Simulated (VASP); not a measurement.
An input for Quantum ESPRESSO's pw.x (written as the equivalent of a VASP run, and not itself run):

```
&CONTROL
  calculation = 'scf'
  pseudo_dir = './pseudo'
  outdir = './out'
  tprnfor = .true.
  tstress = .true.
/
&SYSTEM
  ibrav = 0
  nat = 1
  ntyp = 1
  ecutwfc = 98
  occupations = 'smearing'
  smearing = 'methfessel-paxton'
  degauss = 0.00735
  input_dft = 'rpbe'
  nspin = 2
  starting_magnetization(1) = 0.06
/
&ELECTRONS
  conv_thr = 7.3e-09
  electron_maxstep = 100
/
ATOMIC_SPECIES
  Ni 58.693 Ni.upf
CELL_PARAMETERS angstrom
     0.0000000    1.7395658    1.7395658
     1.7395658    0.0000000    1.7395658
     1.7395658    1.7395658    0.0000000
ATOMIC_POSITIONS crystal
  Ni   0.0000000  0.0000000  0.0000000
K_POINTS automatic
  18 18 18 0 0 0
```

**Question.** Write the VASP files for the same calculation (RPBE).

**Answer.** This is not unique; one that fits is 
### POSCAR
```
Ni
1
    0.0000000000     1.7395657824     1.7395657824
    1.7395657824     0.0000000000     1.7395657824
    1.7395657824     1.7395657824     0.0000000000
Ni
1
Direct
  0.0000000000   0.0000000000   0.0000000000
```

### INCAR
```
ALGO = Normal
EDIFF = 1E-7
ENCUT = 520
GGA = RP
ISIF = 2
ISMEAR = 1
ISPIN = 2
LASPH = .TRUE.
LCHARG = .FALSE.
LMAXMIX = 4
LORBIT = 10
LREAL = .FALSE.
LWAVE = .FALSE.
MAGMOM = 0.6
NELM = 100
PREC = Accurate
SIGMA = 0.1
SYSTEM = Ni
```

File KPOINTS:
```
Automatic mesh
0
Gamma
18 18 18
0 0 0
```

POTCAR, in this order: Ni (PBE.64 set). Program: vasp_std.

What does not carry over: the potentials are each code's own (VASP's PAW set, PseudoDojo norm-conserving files in pw.x), so ENCUT and ecutwfc are chosen apart and not converted; conv_thr bounds pw.x's estimated SCF error, while EDIFF bounds the energy change between steps; starting_magnetization is a fraction of the valence charge and MAGMOM a moment in μB, so they match only roughly.

The compound is Ni in the fcc structure. This cell is one point of a volume scan, at 0.94 of the reference volume.
